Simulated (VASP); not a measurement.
An input for Ansatz (written as the equivalent of a VASP run, and not itself run):

Ansatz 0.2 input:
```yaml
crystal:
  lattice:
    - [1.5407967, -2.6687377, 0.0000000]
    - [1.5407967, 2.6687377, 0.0000000]
    - [0.0000000, 0.0000000, 15.1096833]
  atoms:
    - { symbol: Si, position: [0.0000000, 0.0000000, 0.9998725] }
    - { symbol: Si, position: [0.0000000, 0.0000000, 0.4998725] }
    - { symbol: Si, position: [0.6666670, 0.3333330, 0.8331255] }
    - { symbol: Si, position: [0.3333330, 0.6666670, 0.3331255] }
    - { symbol: Si, position: [0.6666670, 0.3333330, 0.1665459] }
    - { symbol: Si, position: [0.3333330, 0.6666670, 0.6665459] }
    - { symbol: C, position: [0.0000000, 0.0000000, 0.8745303] }
    - { symbol: C, position: [0.0000000, 0.0000000, 0.3745303] }
    - { symbol: C, position: [0.6666670, 0.3333330, 0.7080338] }
    - { symbol: C, position: [0.3333330, 0.6666670, 0.2080338] }
    - { symbol: C, position: [0.6666670, 0.3333330, 0.0415919] }
    - { symbol: C, position: [0.3333330, 0.6666670, 0.5415919] }
kpoints:
  mp_grid: { grid: [8, 8, 2] }
hamiltonian:
  xc: r2scan
  pseudopotentials: { kind: paw }
scf:
  occupations: { method: gaussian, width: 0.05 }
  max_iter: 100
relax:
  max_steps: 60
  f_tol: 0.02
  cell: {}
output: { forces: true, stress: true, eigenvalues: true }
```

Translate this input to VASP (INCAR, KPOINTS, POSCAR, choice of POTCAR).

One answer among several that fit: 
File KPOINTS:
```
Automatic mesh
0
Gamma
8 8 2
0 0 0
```

**INCAR**
```
SYSTEM = SiC
PREC = Accurate
ENCUT = 520
EDIFF = 1E-6
NELM = 100
ALGO = Normal
LREAL = .FALSE.
LASPH = .TRUE.
ISMEAR = 0
SIGMA = 0.05
METAGGA = R2SCAN
LMIXTAU = .TRUE.
LWAVE = .FALSE.
LCHARG = .FALSE.
IBRION = 2
ISIF = 3
NSW = 60
EDIFFG = -0.02
```

**POSCAR**
```
SiC
1
    1.5407966857    -2.6687377271     0.0000000000
    1.5407966857     2.6687377271    -0.0000000000
    0.0000000000     0.0000000000    15.1096833243
Si C
6 6
Direct
  0.0000000000   0.0000000000   0.9998725181
  0.0000000000   0.0000000000   0.4998725181
  0.6666670000   0.3333330000   0.8331255378
  0.3333330000   0.6666670000   0.3331255378
  0.6666670000   0.3333330000   0.1665458701
  0.3333330000   0.6666670000   0.6665458701
  0.0000000000   0.0000000000   0.8745303032
  0.0000000000   0.0000000000   0.3745303032
  0.6666670000   0.3333330000   0.7080338489
  0.3333330000   0.6666670000   0.2080338489
  0.6666670000   0.3333330000   0.0415919220
  0.3333330000   0.6666670000   0.5415919220
```

POTCAR, in this order: Si C (PBE.64 set). Program: vasp_std.

The two are equivalent in intent, not identical: each code has its own PAW files, so the cut-off isn't converted (ENCUT is set for VASP's; basis.ecutwfc is left out, and Ansatz then takes the one that its files recommend); Ansatz stops its SCF on the density residual and VASP on the energy change (EDIFF).

The compound is SiC in the 6h structure. This run relaxes it. Symmetry was kept, so distortions that lower it aren't found. The start is the result of an earlier pass.
